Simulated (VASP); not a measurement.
OSZICAR of a VASP run on LiH (rock salt):

### OSZICAR
```
       N       E                     dE             d eps       ncg     rms          rms(c)
DAV:   1    -0.567986655195E+00   -0.56799E+00   -0.14830E+03   582   0.623E+02
DAV:   2    -0.561913992003E+01   -0.50512E+01   -0.49373E+01   834   0.686E+01
DAV:   3    -0.570406661112E+01   -0.84927E-01   -0.84927E-01   678   0.838E+00
DAV:   4    -0.570478347217E+01   -0.71686E-03   -0.71686E-03   774   0.684E-01
DAV:   5    -0.570479516817E+01   -0.11696E-04   -0.11696E-04   684   0.565E-02    0.323E+00
DAV:   6    -0.547709464336E+01    0.22770E+00   -0.21882E-01   624   0.216E+00    0.159E+00
DAV:   7    -0.540752296957E+01    0.69572E-01   -0.27310E-01   720   0.267E+00    0.251E-01
DAV:   8    -0.541072410310E+01   -0.32011E-02   -0.92983E-03   642   0.845E-01    0.557E-02
DAV:   9    -0.541067931873E+01    0.44784E-04   -0.39232E-04   798   0.119E-01    0.130E-02
DAV:  10    -0.541067882892E+01    0.48981E-06   -0.16732E-05   708   0.400E-02    0.492E-03
DAV:  11    -0.541067887767E+01   -0.48751E-07   -0.13507E-06   612   0.111E-02
   1 F= -.54106789E+01 E0= -.54106789E+01  d E =-.541068E+01
```

Q: Which electronic solver shows in the log?

A: It is blocked Davidson (ALGO = Normal, or the opening steps of other solvers). The INCAR had ALGO = Normal.

Q: Can the final energy be trusted as converged?

A: The calculation finished and met its thresholds. It stopped with EDIFF = 1E-6, NELM = 100, NSW = 60 and EDIFFG = -0.01 after 1 ionic step (optB88-vdW, plane waves, VASP's PBE PAW potentials (set 64)).

The compound is LiH in the rock salt structure. It was relaxed first, which changed the volume by -6 %. The start is the result of an earlier pass.
